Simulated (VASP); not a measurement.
Input of a VASP 6.6.1 run:

INCAR

```
PREC = Accurate ; ENCUT = 600
EDIFF = 1E-7 ; ISMEAR = 0
SIGMA = 0.1 ; LREAL = False
LASPH = True ; NELM = 100
ALGO = Fast ; ISIF = 3
LWAVE = False ; LCHARG = False
GGA = PS ; IBRION = 2
NSW = 90 ; EDIFFG = -0.005
```

The input KPOINTS:

```
Automatic mesh
0
Gamma
  18 18 18
```

POSCAR

```
Al
1.0
    0.0000000000      2.0248050000      2.0248050000
    2.0248050000      0.0000000000      2.0248050000
    2.0248050000      2.0248050000      0.0000000000
Al
1
Direct
    0.0000000000      0.0000000000      0.0000000000
```

Potentials or basis: VASP PAW PBE potentials, release 64 (Al).

Run with:

```sh
$ cat potpaw_PBE.64/Al/POTCAR > POTCAR
$ mpirun -np 1 vasp_std > vasp.out
```

Question: Predict the relaxed volume.

Answer: 16.19 Å³/atom.

Question: Estimate the band gap on the k mesh.

Answer: None (metal or under the smearing width).

Question: What does it give for the space group after relaxing (to 0.05 Å)?

Answer: Fm-3m (No. 225).

Question: Predict the relaxed cell.

Answer: a = 2.840 Å, b = 2.840 Å, c = 2.840 Å, α = 60.00°, β = 60.00°, γ = 60.00°.

Step by step:
```tsv
step	energy change (eV)	largest force (eV/Å)	pressure (GPa)	volume (Å³)
1	0.0000	0.0000	-1.90	16.60
2	-0.0024	0.0000	0.31	16.13
3	-0.0025	0.0000	0.00	16.19
```

Caveat: the PAW data sets were made with another functional, which shifts forces and pressure a little.
